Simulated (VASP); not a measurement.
```yaml
crystal:
  lattice:
    - [2.86280, 0.00000, 0.00000]
    - [0.00000, 2.86280, 0.00000]
    - [0.00000, 0.00000, 2.86280]
  atoms:
    - { symbol: Al, position: [0.50000, 0.50000, 0.50000] }
    - { symbol: Ni, position: [0.00000, 0.00000, 0.00000] }
```

Method: PBEsol GGA, VASP's PBE PAW potentials (set 64) (plane waves; VASP). Settings: 530 eV cut-off, 11×11×11 Γ-centred mesh, first-order Methfessel-Paxton smearing of 0.10 eV, potentials Al Ni.

Finite-difference elastic constants of metals are sensitive to mesh and smearing; shear constants can be off by tens of GPa.

Q: Give the elastic stiffness tensor with the ions relaxed (GPa, in the frame of the cell).

A: 
```tsv
	xx	yy	zz	yz	xz	xy
xx	213	152	152	0.0	0.0	0.0
yy	152	213	152	0.0	0.0	0.0
zz	152	152	213	0.0	0.0	0.0
yz	0.0	0.0	0.0	119	0.0	0.0
xz	0.0	0.0	0.0	0.0	119	0.0
xy	0.0	0.0	0.0	0.0	0.0	119
```

Q: Estimate the Hill bulk modulus, Hill shear modulus, Young's modulus, Poisson's ratio.

A: 
```yaml
hill_bulk_modulus: 173 GPa
hill_shear_modulus: 692 kbar
Young's modulus: 183 GPa
Poisson's ratio: 0.323
```

The compound is NiAl in the CsCl type structure. It was relaxed first. The run is not spin-polarised, so no magnetic state was tried. The electron count is odd and the run is not spin-polarised, which forces a metal.
